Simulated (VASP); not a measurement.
Write the native input for VASP 6.6.1 that does the following.

| Quantity | Value |
| --- | --- |
| Task | single point |
| Functional | PBE |
| Potentials or basis | VASP PAW PBE potentials, release 64 (Al, N, O) |
| Cutoff | 520 eV |
| k mesh | 2 × 3 × 1 |
| Occupations | gaussian, width 0.05 eV |
| Spin | no spin polarisation |
| Dipole correction | no |
| Further INCAR settings | LREAL = Auto; ALGO = Fast; EDIFF = 1e-06; NBANDS = 44 |

The structure of Al16NO lies in POSCAR:

```
Al16NO
1.0
    8.1000000000      0.0000000000      0.0000000000
    0.0000000000      5.7275650000      0.0000000000
    0.0000000000      0.0000000000     15.2956740000
Al N O
16 1 1
Direct
    0.2500000000      0.2500000000      0.0653780000
    0.7500000000      0.2500000000      0.0653780000
    0.2500000000      0.7500000000      0.0653780000
    0.7500000000      0.7500000000      0.0653780000
   -0.0007757574      0.0012173267      0.1473515893
    0.4974947715      0.0013422910      0.1545429595
   -0.0007746410      0.4987779867      0.1473660339
    0.4974885749      0.4986253049      0.1545090577
    0.2395907600      0.2500154609      0.2511464003
    0.7554685512      0.2499820227      0.2418004802
    0.2516518519      0.7500099730      0.2419499109
    0.7485048606      0.7499780666      0.2472745485
   -0.0015107928     -0.0223767256      0.3346017730
    0.5056586218     -0.0161897178      0.3406468468
   -0.0014974662      0.5223631427      0.3346313544
    0.5056012881      0.5160513177      0.3405748548
    0.1108001315      0.2499755684      0.3554186425
    0.5131646697      0.2499907952      0.3963978688
```

The cell was built by a generator and needn't be a form met in nature.

The input as run:

INCAR

```
PREC = Accurate
ENCUT = 520
EDIFF = 1E-6
ISMEAR = 0
SIGMA = 0.05
LREAL = Auto
LASPH = T
NELM = 100
ALGO = Fast
ISIF = 2
LWAVE = F
LCHARG = F
GGA = PE
NBANDS = 44
```

KPOINTS

```
regular mesh
0
Gamma
  2 3 1
```

Potentials or basis: VASP PAW PBE potentials, release 64 (Al, N, O).

Launch:

```console
$ cat potpaw_PBE.64/Al/POTCAR potpaw_PBE.64/N/POTCAR potpaw_PBE.64/O/POTCAR > POTCAR
$ mpirun -np 1 vasp_std > vasp.out
```

It gave:

The largest force is 0.227 eV/Å and the band gap on the k mesh is none (metal or under the smearing width).

Caveat: the k mesh is coarse (spacing up to 0.39 Å⁻¹), so the values aren't converged; an odd number of electrons without spin polarisation forces a metal; a magnetic or distorted state may lie lower.

Run time: 3.5 min on 1 thread of AMD EPYC 9R14 (Zen 4), on a shared host, peak memory 0.69 GiB.
